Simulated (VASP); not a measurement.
A run of VASP 6.6.1:

INCAR

```
  PREC = Accurate
  ENCUT = 520
  EDIFF = 1E-6
  ISMEAR = -1
  SIGMA = 0.05
  LREAL = F
  LASPH = T
  NELM = 60
  ALGO = Normal
  ISIF = 2
  LWAVE = F
  LCHARG = F
  LMAXMIX = 4
  LDAU = T
  LDAUTYPE = 2
  LDAUL = 2 -1
  LDAUU = 5 0
  LDAUJ = 0 0
  LDAUPRINT = 1
  GGA = PS
  NBANDS = 34
```

KPOINTS

```
regular mesh
0
Gamma
  5 5 5
```

POSCAR

```
Cu2B
1.0
    0.0000000000      3.2834700000      3.2834700000
    3.2834700000      0.0000000000      3.2834700000
    3.2834700000      3.2834700000      0.0000000000
Cu B
4 2
Direct
    0.1250000000      0.1250000000      0.1250000000
    0.6250000000      0.1250000000      0.1250000000
    0.1250000000      0.1250000000      0.6250000000
    0.1250000000      0.6250000000      0.1250000000
    0.5000000000      0.5000000000      0.5000000000
    0.7500000000      0.7500000000      0.7500000000
```

Potentials or basis: VASP PAW PBE potentials, release 64 (Cu, B).

Run with:

```sh
$ cat potpaw_PBE.64/Cu/POTCAR potpaw_PBE.64/B/POTCAR > POTCAR
$ mpirun -np 1 vasp_std > vasp.out
```

Hardware: 1 thread of Intel(R) Xeon(R) 6975P-C (Granite Rapids) (shared host).

**Question.** Estimate the wall time of this run.

**Answer.** It took 17 s on 1 thread of Intel(R) Xeon(R) 6975P-C (Granite Rapids), with other jobs on the host, peak memory 0.2 GiB. Counts: scf iterations 13, k points 10.
